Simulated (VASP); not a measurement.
Input:

```xyz
1
Lattice="0.0000 2.5121 2.5121 2.5121 0.0000 2.5121 2.5121 2.5121 0.0000" Properties=species:S:1:pos:R:3 pbc="T T T"
I      2.5121     0.0000     2.5121
```

The numbers are results of PBEsol GGA, VASP's PBE PAW potentials (set 64) (plane waves; VASP), not measurements. Numerical set-up: 400 eV cut-off, 14×14×14 Γ-centred mesh, tetrahedra with Blöchl corrections, potentials I.

Unless said otherwise, spin-orbit coupling is left out, though it shifts the bands of the heavy elements here.

### Question
Predict the energy per atom (σ→0), band gap (on the k-mesh) with the smallest direct gap where there is one.

### Answer

```
Quantity                                                    Result
------------------------  ----------------------------------------
band gap (on the k-mesh)  none (metal, semimetal or under 0.01 eV)
energy per atom (σ→0)                               -1.383 eV/atom
```

The absolute energy has meaning only against runs of the same code, potentials and settings.

The structure was generated: I was put into the fcc type (Fm-3m), which need not be its known phase. It was relaxed first, which changed the volume by -10 %.
